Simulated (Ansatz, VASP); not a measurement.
# Cross-check of CaC2 between VASP and Ansatz, part 2 of 2

Aim: how closely do two programs agree when they are given the same cell, functional and k mesh? The cell is taken from a series of runs on this material, whose earlier steps may have relaxed, scaled, displaced or heated it; both programs get it as it stands.

VASP 6.6.1 and Ansatz 0.2.0.

So far: Starting point; VASP: relaxation of cell and atoms, PBEsol, pair 1; Ansatz: relaxation of cell and atoms, PBEsol, pair 1; Comparison.

**5. VASP: relaxation of cell and atoms, PBEsol, pair 2**

Level of this step: PBEsol; plane waves and PAW (Ca_sv, C) (VASP).

The relaxed volume is the usual yardstick between codes: in a stiff, nearly cubic crystal its relative difference is about their pressure difference at one cell divided by the bulk modulus.

Input file INCAR:

```
SYSTEM = CaC2
PREC = Accurate
ENCUT = 600
EDIFF = 1E-07
NELM = 120
ISMEAR = 0
SIGMA = 0.01
LREAL = .FALSE.
ALGO = Normal
GGA = PS
NBANDS = 15
LORBIT = 11
LWAVE = .FALSE.
LCHARG = .FALSE.
ISIF = 3
IBRION = 2
NSW = 80
EDIFFG = -0.005
LASPH = .TRUE.
GGA_COMPAT = .FALSE.
NELMIN = 4
EFERMI = MIDGAP
```

Input file POSCAR:

```
CaC2
1.0
   -1.9102710000      1.9102710000      3.1687220000
    1.9102710000     -1.9102710000      3.1687220000
    1.9102710000      1.9102710000     -3.1687220000
Ca C
1 2
Direct
    0.0000000000      0.0000000000      0.0000000000
    0.5995464418      0.5995464418      0.0000000000
    0.4004534005      0.4004534005      0.0000000000
```

Input file KPOINTS:

```
Automatic mesh
0
Gamma
12 12 12
0 0 0
```

PAW data sets: Ca_sv and C (PBE family, release 64).

On the command line:

```sh
$ mpirun -np 1 vasp_std
```

Numbers of over 12 decimals in the logs are rounded to 6 here.

What it wrote:

```text
[banner, memory and clock lines left out]
running    1 mpi-ranks, on    1 nodes
[...]
[... a notice as in an earlier step ...]

 LDA part: xc-table for (Slater+PW92), standard interpolation
 POSCAR, INCAR and KPOINTS ok, starting setup
[...]
entering main loop
       N       E                     dE             d eps       ncg     rms          rms(c)
DAV:   1     0.125993424675E+03    0.12599E+03   -0.97597E+03  4890   0.128E+03
DAV:   2    -0.167889985821E+02   -0.14278E+03   -0.13708E+03  5955   0.295E+02
DAV:   3    -0.232776423569E+02   -0.64886E+01   -0.64267E+01  6732   0.616E+01
DAV:   4    -0.235561096354E+02   -0.27847E+00   -0.27834E+00  7852   0.108E+01
[...]
DAV:  14    -0.211856005679E+02    0.28463E-06   -0.61020E-07  6404   0.642E-03    0.308E-03
DAV:  15    -0.211856002056E+02    0.36235E-06   -0.28485E-07  5798   0.403E-03    0.618E-04
DAV:  16    -0.211856001731E+02    0.32453E-07   -0.40643E-08  3110   0.133E-03
   1 F= -.21185600E+02 E0= -.21185600E+02  d E =-.211856E+02
[... from here on, the cycles between the ionic steps are left out ...]
   2 F= -.21185507E+02 E0= -.21185507E+02  d E =0.928495E-04
   3 F= -.21185629E+02 E0= -.21185629E+02  d E =-.291092E-04
   4 F= -.21185670E+02 E0= -.21185670E+02  d E =-.404792E-04
   5 F= -.21185673E+02 E0= -.21185673E+02  d E =-.437977E-04
[...]
reached required accuracy - stopping structural energy minimisation
```

OUTCAR, selected parts (step 5):

```text
  Total        0.0047450      0.0047450     -0.0041518      0.0000000     -0.0000000      0.0000000
  in kB        0.1639791      0.1639791     -0.1434817      0.0000000     -0.0000000      0.0000000
  external PRESSURE =       0.0614922 kB  Pullay stress =       0.0000000 kB

 POSITION                                       TOTAL-FORCE (eV/Angst)
 -----------------------------------------------------------------------------------
      0.00000      0.00000      0.00000         0.000000      0.000000     -0.000000
      0.00000      0.00000      3.80297        -0.000000     -0.000000      0.000968
      0.00000      0.00000      2.54151         0.000000      0.000000     -0.000968
 -----------------------------------------------------------------------------------
    total drift:                                0.000000      0.000000      0.000170

  FREE ENERGIE OF THE ION-ELECTRON SYSTEM (eV)
  ---------------------------------------------------
  free  energy   TOTEN  =       -21.1856730801 eV

  energy  without entropy=      -21.1856730801  energy(sigma->0) =      -21.18567308

[... 1 part as in an earlier step ...]

[... 3 further parts left out ...]
[key lines of the parts left out:]
E-fermi :   2.1193
```

**6. Ansatz: relaxation of cell and atoms, PBEsol, pair 2**

The same cell, functional and mesh now go to Ansatz, which takes its cutoff from its data sets.

The cell is taken from a series of runs on this material, whose earlier steps may have relaxed, scaled, displaced or heated it; both programs get it as it stands.

Input file input.yaml:

```yaml
crystal:
  lattice:
    - [-1.9102706151, 1.9102706151, 3.1687218206]
    - [1.9102706151, -1.9102706151, 3.1687218206]
    - [1.9102706151, 1.9102706151, -3.1687218206]
  atoms:
    - { symbol: Ca, position: [0.0, 0.0, 0.0] }
    - { symbol: C, position: [0.5995465245, 0.5995465245, 0.0] }
    - { symbol: C, position: [0.4004534755, 0.4004534755, 0.0] }
kpoints:
  mp_grid: { grid: [12, 12, 12] }
hamiltonian:
  xc: pbesol
  pseudopotentials: { kind: nc, accuracy: standard }
scf:
  occupations: { method: fixed }
output:
  forces: true
  stress: true
  eigenvalues: true
relax:
  adjacent_minimum: "off"
  f_tol: 0.001
  max_steps: 60
  cell: { stress_tol: 0.01 }
```

On the command line:

```sh
$ ansatz run input.yaml --threads 4 --pin off --max-ram 7168MiB --backend cpu --events-out ev --progress --plain --runs-dir out
```

What it wrote:

```text
[...]
Crystal: 3 atoms, lattice volume = 46.252 Å³
Basis set: ecut = 1115.666836 eV, 3921 PW (Γ), exchange–correlation on 96×96×96 points (8 copies of the dense FFT grid, shifted against one another)
Bands: 13, of which v1, the nominal top of the filled ones, is band 9 counted from 1 (8 counted from 0)
Symmetry: 16 space group operations
[...]
k-points: 163 of 1728
[...]
--- Relaxed structure (3 steps of the walk, 3 accepted, 1 SCFs on fresh bases) ---
[...]
cell:  # Å, volume = 46.2621 Å³
    - [-1.910367, 1.910367, 3.169068]
    - [1.910367, -1.910367, 3.169068]
    - [1.910367, 1.910367, -3.169068]
  atoms:
    - { symbol: Ca, position: [0, 0, 0] }
    - { symbol: C, position: [0.599537, 0.599537, 0] }
    - { symbol: C, position: [0.400463, 0.400463, 0] }
[key lines of the parts left out:]
SCF converged after 10 iterations
Free energy (F): -1378.111916 eV
Fermi energy:    5.276229 eV
P = ⅓ Tr σ = 0.0004 GPa (0.004 kbar)
```

**7. Differences**

What differs besides the data sets and the points named for the pairs above, as far as they apply: fixed occupations in Ansatz, narrow Gaussian smearing in VASP. Total energies have different zeros and are not compared.

Both answers:

```csv
quantity,Ansatz,VASP,difference
volume (Å³),46.26,46.36,-0.21 %
"edge a after relaxation, in the typed setting (Å)",4.164,4.168,-0.08 %
```

**8. What came out**

* difference in volume (relaxation of cell and atoms, PBEsol, pair 1): -0.24 %
* difference in volume (relaxation of cell and atoms, PBEsol, pair 2): -0.21 %

What this shows: The difference in volume is -0.24 % (relaxation of cell and atoms, PBEsol, pair 1), within the 1.2 % picked in this series as the mark of a large difference, as far as the stopping tolerances let one tell. How closely two codes agree says nothing of how well the functional describes the real material.

[Lines on the potential files, build, host, timing and source positions are cut from VASP's logs without a mark.]

[Logs are printed without paths, hosts, clocks, repeated set-up lines and the standing remarks that a program may print on its own settings, such as how far it seeks lower states.]

[Hosts, paths, dates, database ids (printed as entryN), source tags and the programs' standing remarks are cut or masked in the printed files.]
